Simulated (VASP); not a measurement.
Output of a VASP run:

**OSZICAR**
```
       N       E                     dE             d eps       ncg     rms          rms(c)
DAV:   1     0.166045402577E+03    0.16605E+03   -0.12482E+04  1824   0.160E+03
DAV:   2    -0.146654735881E+02   -0.18071E+03   -0.17527E+03  1827   0.320E+02
DAV:   3    -0.240842068903E+02   -0.94187E+01   -0.90835E+01  2082   0.896E+01
DAV:   4    -0.243691688454E+02   -0.28496E+00   -0.28327E+00  2090   0.145E+01
DAV:   5    -0.243783757188E+02   -0.92069E-02   -0.92046E-02  2226   0.273E+00    0.142E+01
DAV:   6    -0.280572617365E+02   -0.36789E+01   -0.47175E+01  1996   0.123E+02    0.201E+01
DAV:   7    -0.226164109686E+02    0.54409E+01   -0.16618E+01  1988   0.844E+01    0.401E+00
DAV:   8    -0.226558958985E+02   -0.39485E-01   -0.20813E+00  2511   0.139E+01    0.265E+00
DAV:   9    -0.225979381789E+02    0.57958E-01   -0.28522E-01  2087   0.862E+00    0.602E-01
DAV:  10    -0.225983036468E+02   -0.36547E-03   -0.73527E-03  2053   0.977E-01    0.488E-01
DAV:  11    -0.225977432578E+02    0.56039E-03   -0.69522E-04  2155   0.284E-01    0.130E-01
DAV:  12    -0.225975719763E+02    0.17128E-03   -0.45472E-04  2354   0.376E-01    0.387E-02
DAV:  13    -0.225975739241E+02   -0.19478E-05   -0.46146E-05  1920   0.468E-02    0.263E-02
DAV:  14    -0.225975738008E+02    0.12329E-06   -0.31706E-06  2090   0.203E-02    0.380E-03
DAV:  15    -0.225975734537E+02    0.34707E-06   -0.63033E-07  1968   0.117E-02    0.120E-03
DAV:  16    -0.225975734503E+02    0.34261E-08   -0.68120E-08  1011   0.371E-03
   1 F= -.22597573E+02 E0= -.22597191E+02  d E =-.225976E+02
       N       E                     dE             d eps       ncg     rms          rms(c)
DAV:   1    -0.225977511655E+02   -0.17771E-03   -0.40288E-03  1905   0.512E-01    0.795E-02
DAV:   2    -0.225976795210E+02    0.71645E-04   -0.24302E-04  2408   0.279E-01    0.583E-02
DAV:   3    -0.225976587314E+02    0.20790E-04   -0.27115E-04  2008   0.312E-01    0.468E-02
DAV:   4    -0.225976263043E+02    0.32427E-04   -0.68319E-05  2326   0.145E-01    0.519E-03
DAV:   5    -0.225976265005E+02   -0.19618E-06   -0.73368E-06  1957   0.344E-02    0.304E-03
DAV:   6    -0.225976264390E+02    0.61509E-07   -0.29437E-07  1571   0.802E-03
   2 F= -.22597626E+02 E0= -.22597244E+02  d E =-.529887E-04
```

**OUTCAR**
```
------------------------ aborting loop because EDIFF is reached ----------------------------------------
  FORCE on cell =-STRESS in cart. coord.  units (eV):
  Direction    XX          YY          ZZ          XY          YZ          ZX
  --------------------------------------------------------------------------------------
  Total       -2.8996988     -2.8996990     -2.9428586      0.0000000      0.0000000     -0.0000000
  in kB      -65.1184165    -65.1184223    -66.0876546      0.0000000      0.0000000     -0.0000000
  external PRESSURE =     -65.4414978 kB  Pullay stress =       0.0000000 kB
  volume of cell :       71.34
      direct lattice vectors                 reciprocal lattice vectors
     1.995394361 -3.456124568  0.000000000     0.250577034 -0.144670711 -0.000000000
     1.995394361  3.456124568  0.000000000     0.250577034  0.144670711  0.000000000
     0.000000000 -0.000000000  5.172631205    -0.000000000 -0.000000000  0.193325207
 POSITION                                       TOTAL-FORCE (eV/Angst)
 -----------------------------------------------------------------------------------
      3.99079     -0.00000      2.58632        -0.000000      0.000000      0.000000
      3.99079     -0.00000      0.00000        -0.000000      0.000000      0.000000
      1.99539      1.15204      1.29316        -0.000000     -0.000000     -0.000000
      1.99539     -1.15204      3.87947         0.000000      0.000000      0.000000
 -----------------------------------------------------------------------------------
    total drift:                                0.000000      0.000000     -0.000000
  FREE ENERGIE OF THE ION-ELECTRON SYSTEM (eV)
  ---------------------------------------------------
  free  energy   TOTEN  =       -22.5976264390 eV

  energy  without entropy=      -22.5964805436  energy(sigma->0) =      -22.59724447

 reached required accuracy - stopping structural energy minimisation
```
(Selected blocks of OUTCAR.)

File POSCAR:
```
NiSb
1
    1.9946317202    -3.4548036458     0.0000000000
    1.9946317202     3.4548036458     0.0000000000
    0.0000000000     0.0000000000     5.1765874219
Ni Sb
2 2
Direct
  0.0000000000   0.0000000000   0.5000000000
  0.0000000000   0.0000000000   0.0000000000
  0.3333330000   0.6666670000   0.2500000000
  0.6666670000   0.3333330000   0.7500000000
```

Question: Reconstruct the remaining input files.

Answer: One answer among several that fit: the input of the run itself, PBEsol GGA, plane waves, VASP's PBE PAW potentials (set 64).

**INCAR**
```
SYSTEM=NiSb
PREC=Accurate; ENCUT=520; LREAL=F
LASPH=T
EDIFF=1E-7; NELM=100; ALGO=Normal
LMAXMIX=4
ISMEAR=1; SIGMA=0.1
GGA=PS
IBRION=2; NSW=30; ISIF=4
EDIFFG=-0.01
LWAVE=F; LCHARG=F
```

**KPOINTS**
```
Automatic mesh
0
Gamma
9 9 6
0 0 0
```

POTCAR, in this order: Ni Sb (PBE.64 set). Program: vasp_std.

The compound is NiSb in the NiAs type structure. This cell is one point of a volume scan, at 1.06 of the reference volume. Symmetry was kept, so distortions that lower it aren't found. The run is not spin-polarised, so no magnetic state was tried.
